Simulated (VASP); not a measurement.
The input files of a VASP run:

**POSCAR**
```
GaAs
1
    0.0000000000     2.8321258993     2.8321258993
    2.8321258993     0.0000000000     2.8321258993
    2.8321258993     2.8321258993     0.0000000000
Ga As
1 1
Direct
  1.0000000000   1.0000000000   1.0000000000
  0.2764818736   0.2235181264   0.2235181264
```

INCAR:
```
! general
SYSTEM =GaAs
PREC   =Accurate
ENCUT  =480
LREAL  =F
LASPH  =T

! electronic loop
EDIFF  =1E-7
NELM   =100
ALGO   =Normal
LMAXMIX=4
LMIXTAU=T

! smearing
ISMEAR =0
SIGMA  =0.05

! functional
METAGGA=R2SCAN

! ions
ISIF   =2

! output
LWAVE  =F
LCHARG =F
```

File KPOINTS:
```
Automatic mesh
0
Gamma
8 8 8
0 0 0
```

POTCAR, in this order: Ga_d As (PBE.64 set). Program: vasp_std.

Q: Write an equivalent input for Ansatz.

A: One equivalent input (not run):
Ansatz 0.2 input:
```yaml
crystal:
  lattice:
    - [0.0000000, 2.8321259, 2.8321259]
    - [2.8321259, 0.0000000, 2.8321259]
    - [2.8321259, 2.8321259, 0.0000000]
  atoms:
    - { symbol: Ga, position: [1.0000000, 1.0000000, 1.0000000] }
    - { symbol: As, position: [0.2764819, 0.2235181, 0.2235181] }
kpoints:
  mp_grid: { grid: [8, 8, 8] }
hamiltonian:
  xc: r2scan
  pseudopotentials: { kind: paw }
scf:
  occupations: { method: gaussian, width: 0.05 }
  max_iter: 100
output: { forces: true, stress: true, eigenvalues: true }
```
Limits of the translation: each code has its own PAW files, so the cut-off isn't converted (ENCUT is set for VASP's; basis.ecutwfc is left out, and Ansatz then takes the one that its files recommend); Ansatz stops its SCF on the density residual and VASP on the energy change (EDIFF).

The compound is GaAs in the zinc blende structure. This cell was strained or had an atom moved on purpose.
